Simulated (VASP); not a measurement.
Given:

```
CELL_PARAMETERS angstrom
      0.00000     3.24887     3.24887
      3.24887     0.00000     3.24887
      3.24887     3.24887     0.00000
ATOMIC_POSITIONS crystal
  K  0.00000 0.00000 0.00000
  Br 0.50000 0.50000 0.50000
```

Method: HSEsol screened hybrid, VASP's PBE PAW potentials (set 64) (plane waves; VASP 6.6.1). Numerical set-up: 520 eV cut-off, 6×6×6 Γ-centred mesh, Gaussian smearing of 0.050 eV, potentials K_sv Br.

**Question.** What does the run give for the energy per atom (σ→0), band gap (on the k-mesh) with the smallest direct gap where there is one?

**Answer.** 
The band gap (on the k-mesh) is 5.61 eV and the smallest direct gap (on the k-mesh) comes out as 5.61 eV. The energy per atom (σ→0) comes out as -3.684 eV/atom.

Total energies compare only between runs with the same potentials, cut-off and functional.

The compound is KBr in the rock salt structure. This cell is one point of a volume scan, at 0.91 of the reference volume. The cell's shape comes from a PBE relaxation.
